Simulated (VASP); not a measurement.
Input for VASP

### INCAR
```
# general
SYSTEM =WSi2
PREC   =Accurate
ENCUT  =400   # plane-wave cut-off (eV)
LREAL  =F
LASPH  =T   # aspherical one-centre terms

# electronic loop
EDIFF  =1E-6
NELM   =100   # most electronic steps
ALGO   =Normal
LMAXMIX=6

# smearing
ISMEAR =1   # Methfessel-Paxton
SIGMA  =0.1

# functional
GGA    =PE   # PBE

# ions
IBRION =2
NSW    =60   # most ionic steps
ISIF   =3   # ions, shape and volume
EDIFFG =-0.02   # ionic stop

# output
LWAVE  =F
LCHARG =F
```

### POSCAR
```
WSi2
1.0
 -1.6144742415   1.6144742415   3.9365709457
  1.6144742415  -1.6144742415   3.9365709457
  1.6144742415   1.6144742415  -3.9365709457
Si W
2 1
Cartesian
  0.0000000000  -0.0000000000   5.2375387092
 -0.0000000000   0.0000000000   2.6356031822
  0.0000000000   0.0000000000   0.0000000000
```

**KPOINTS**
```
kpoints
0
G
 12 12 12
0 0 0
```

POTCAR, in this order: Si W_sv (PBE.64 set). Program: vasp_std.

Task: Translate this PBE calculation to Ansatz.

Result: One equivalent input (not run):
Ansatz 0.2 input:
```yaml
crystal:
  lattice:
    - [-1.6144742, 1.6144742, 3.9365709]
    - [1.6144742, -1.6144742, 3.9365709]
    - [1.6144742, 1.6144742, -3.9365709]
  atoms:
    - { symbol: Si, position: [0.6652412, 0.6652412, 0.0000000] }
    - { symbol: Si, position: [0.3347588, 0.3347588, 0.0000000] }
    - { symbol: W, position: [0.0000000, 0.0000000, 0.0000000] }
kpoints:
  mp_grid: { grid: [12, 12, 12] }
hamiltonian:
  xc: pbe
  pseudopotentials: { kind: paw }
scf:
  occupations: { method: methfessel_paxton, width: 0.1 }
  max_iter: 100
relax:
  max_steps: 60
  f_tol: 0.02
  cell: {}
output: { forces: true, stress: true, eigenvalues: true }
```
Limits of the translation: each code has its own PAW files, so the cut-off isn't converted (ENCUT is set for VASP's; basis.ecutwfc is left out, and Ansatz then takes the one that its files recommend); Ansatz stops its SCF on the density residual and VASP on the energy change (EDIFF).

The compound is WSi2 in the MoSi2 type structure. This run relaxes it. Symmetry was kept, so distortions that lower it aren't found. The start is the result of an earlier pass.
